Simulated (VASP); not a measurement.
A convergence study with VASP on SiC (zinc blende): one setting is varied, all else stays as given below, so the limit is that of these other settings. Each run relaxes cell and ions from the cell shown.

```
CSi
1.0
    0.00000     2.18000     2.18000
    2.18000     0.00000     2.18000
    2.18000     2.18000     0.00000
Si C
1 1
Cartesian
  0.00000   0.00000   0.00000
  1.09000   1.09000   1.09000
```

Method: LDA (Ceperley-Alder, Perdew-Zunger), VASP's LDA PAW potentials (set 64) (plane waves; VASP). The tightest run used: 700 eV cut-off, 15×15×15 Γ-centred mesh, Gaussian smearing of 0.050 eV, potentials Si C.

Gaps are read on the run's mesh, which can miss a band edge.

| setting | relaxed volume (Å³/atom) | E (eV/atom) | gap on the mesh (eV) | irreducible k-points |
|---|---|---|---|---|
| 2×2×2 mesh | 10.539 | -7.0679 | 0.817 | 3 |
| 3×3×3 mesh | 10.221 | -8.0688 | 2.417 | 4 |
| 4×4×4 mesh | 10.169 | -8.2602 | 1.236 | 8 |

Problem. These are the cheaper rows. Estimate the results at 15×15×15 mesh, and how far the last row shown lies from them.

Solution. 
```tsv
quantity	tightest run	last row shown is off by
relaxed volume (Å³/atom)	10.151	0.018
E (eV/atom)	-8.3246	0.0644
gap on the mesh (eV)	1.343	-0.107
```

Left out are rungs that failed or repeat a setting and relaxations that didn't move; long series are thinned to 24 rows.

The compound is SiC in the zinc blende structure.
